A crystal of silicon carbide is held at a fixed size, and a calculation is asked how hard it pushes outwards. With a small basis, cut off at 200 eV, the answer is −22.64 GPa: the crystal seems to be under strong tension and would shrink if it were let go. With a basis cut off at 600 eV the answer is +3.07 GPa, a mild compression. Not one atom has moved between the two runs. What will the pressure be if the cutoff is raised once more, to 700 eV, and how closely can that be said in advance?

VASP 6.6.1, PBE with the recommended PAW potentials, without spin polarisation: single-point calculations on SiC (space group F-43m) in a fixed two-atom cell with edges of 3.082 Å. All rows use a 10 × 10 × 10 k mesh and Gaussian smearing of 0.02 eV; pressure is positive in compression.

```
wave cutoff  pressure (GPa)
     200 eV         -22.640
     250 eV         -12.900
     300 eV          -4.940
     350 eV          -0.230
     400 eV           2.050
     450 eV           3.020
     520 eV           3.210
     600 eV           3.070
     700 eV               ?
```

The wave cutoff is the largest kinetic energy of the plane waves from which the valence orbitals are built; a higher cutoff admits shorter waves and so finer detail. The pressure counts as positive when the crystal pushes outwards. All rows share one cell, one k mesh and one density functional, and every known row is an insulator. The change along the column therefore belongs to the basis and not to the material.

The cause lies in how the program obtains a stress. It asks how the energy would respond to a small stretch of the cell, and during that imagined stretch it keeps the same set of plane waves. Those waves are tied to the cell, so they stretch with it. Longer waves have less kinetic energy, and the set that reached up to the chosen cutoff now ends slightly below it. The basis has become poorer just because the cell has grown.

This can be put into a formula. The kinetic energy of a wave goes as one over the square of its length, so with a fixed set of waves the effective cutoff Ecut varies with the cell volume V as V^(−2/3). The pressure is minus the derivative of the energy E with respect to volume, and the chain rule splits it into two parts:

P(fixed set) = P(fixed cutoff) + (2/3) (Ecut/V) dE/dEcut

The first part is the pressure that we want. The second is known as the Pulay stress. A richer basis lowers the energy, so dE/dEcut is negative and the calculated pressure comes out too low. In plain terms, the crystal resists expansion because expansion would spoil its basis, and this resistance looks like tension.

The row at 350 eV shows how little it takes. Its pressure is 3.30 GPa below that of the 600 eV row, which serves here as the reference. The cell holds two atoms at 10.35 Å³ each, or 20.70 Å³, and 1 eV/Å³ equals 160.2 GPa. If the whole shortfall is Pulay stress, the formula turned round gives the slope of the energy:

dE/dEcut = 1.5 × 20.70 Å³ × (−3.30/160.2 eV/Å³) / 350 eV ≈ −0.0018

The energy thus needs to fall by only about 2 meV for each further eV of cutoff. Even so small a slope is worth more than 3 GPa, because the factor Ecut/V is large.

Yet the energies that the program prints don't show even this slope. Between 200 and 600 eV the printed energy rises by 0.06 eV per cell, while the formula, summed over the known rows, asks for a fall of the order of 1 eV. That figure is crude, since it takes the fixed-cutoff pressure as already converged and the steps in cutoff are wide. The contradiction has a known source: VASP corrects its energies for the kinetic energy that each free atom loses through the cutoff. The correction removes most of the basis error from the energy, but it doesn't depend on the volume of the crystal and so can't repair the stress.

This is why the pressure settles later than the printed energy, and the band gap is early too. At 350 eV the printed energy is within 6 meV per cell of its value at 600 eV, and the band gap is within 9 meV. Someone who watched only these two would call the calculation finished. The pressure at the same cutoff still has the wrong sign. The gap has had no such correction, but it is taken from two levels of one cell as it stands, and each of them is already within 7 meV of its 600 eV value. The stress also contains the response of the basis to a change of the cell.

For a forecast we need to know how the error dies away. From 200 to 250 eV it keeps 62% of its size, but from 350 to 400 eV only 31%, and each 50 eV step in between removes a larger share than the one before. A simple exponential would remove the same share each time. The quickening decay fits the way such potentials are made: the orbitals are smoothed near the nuclei so that they contain few waves beyond a design limit. In silicon carbide carbon sets that limit, because its compact 2p orbitals have no p shell beneath them; its recommended cutoff is roughly 400 eV, well above that of silicon.

Beyond that limit the Pulay stress should be almost gone, and the table agrees. The rows at 450, 520 and 600 eV lie within 0.19 GPa of one another and follow no direction. The slight maximum at 520 eV may be numerical scatter or a last ripple of the basis error; the pressures alone can't tell which. The simplest model is then a constant pressure on this plateau, with the three rows averaged:

P(700 eV) = (3.02 + 3.21 + 3.07)/3 GPa = 3.10 GPa

The forecast is 3.10 GPa, with a range from 2.95 to 3.25 GPa. The range is a judgement: it covers all three plateau rows and leaves a little room on either side. Three points are too few for a statistical interval worth the name. A result well above the range would suggest that some slow part of the Pulay stress had survived, hidden so far by the scatter. A result well below it would be harder to explain, because adding waves should raise the pressure on the whole, though not necessarily at every step.

The withheld rows as computed:

```
wave cutoff  pressure (GPa)
     700 eV           3.020
```

The computed pressure is 3.02 GPa, so the forecast was 0.08 GPa too high and the value lies inside the range. The miss is smaller than the scatter of the rows that were averaged. Part of it can be traced to the 520 eV row, the highest of the three, which pulls the mean upwards. There was no reason to leave that row out in advance, and it may not even be the faulty one. Pulay stress follows the local slope of the energy, which needn't flatten evenly. The printed energy falls by 1.4 meV per cell from 520 to 600 eV and by another 3.0 meV from 600 to 700 eV. If the last fall is a true gain from the richer basis, the formula makes it worth about 0.1 GPa. The rows at 600 and 700 eV could then be slightly too low, rather than the 520 eV row too high. A change in the program's grids could have a similar effect, so the question stays open.

The hit supports one modest statement, that the plateau continues to 700 eV. It doesn't prove the Pulay mechanism, since a constant would have done as well for any error that had died out by 450 eV. The case for the mechanism rests on theory and on the lower rows, where the pressure is too low, as the formula demands, and recovers as the basis grows.

The two more elaborate curves that were tried do worse. A single exponential approach to a limit, fitted by least squares to all eight known rows, gives 4.19 GPa at 700 eV, more than 1 GPa too high. A steeper curve, Gaussian in the cutoff, gives 3.50 GPa and is still about 0.5 GPa too high. Both are governed by the huge errors at low cutoff and place their limit above every row of the plateau. The actual approach bends into the plateau more sharply than either curve allows, so the poorest runs are bad guides to the converged value.

What remains at high cutoff, about 3 GPa, is a property of the crystal as this functional describes it: the cell is slightly smaller than PBE would choose. A rough bulk modulus of 210 GPa, a recalled value, tells by how much. For a small uniform strain the relative change of the edge is the pressure divided by three times the bulk modulus, here 3.07/(3 × 210), or about 0.5%. Let go, the cell would grow by about that much along each edge.

This makes the 350 eV row the most deceptive in the table. Its pressure of −0.23 GPa looks like that of a crystal at rest, but two things cancel there: a true outward push of about 3 GPa and a spurious inward pull of nearly the same size. A cell relaxation at this cutoff would hardly move and would seem to confirm the starting structure. It would leave the edge about 0.5% too short for PBE. If that edge then served as the unstrained reference for a film, the error would enter every later strain as if it were real.

The recommended cutoff isn't quite a safe choice either, for at 400 eV the pressure is still 1.0 GPa too low. For this crystal the pressure is steady against the cutoff to about 0.2 GPa from 450 eV upwards. In a related compound the place to look first is the element whose potential has the highest recommended cutoff, often the one with the most compact valence orbitals, since it usually decides where the plateau begins. The test to apply there is the pressure itself at two or three cutoffs above the recommended one, because the energy has been corrected for the very error that the stress still carries.
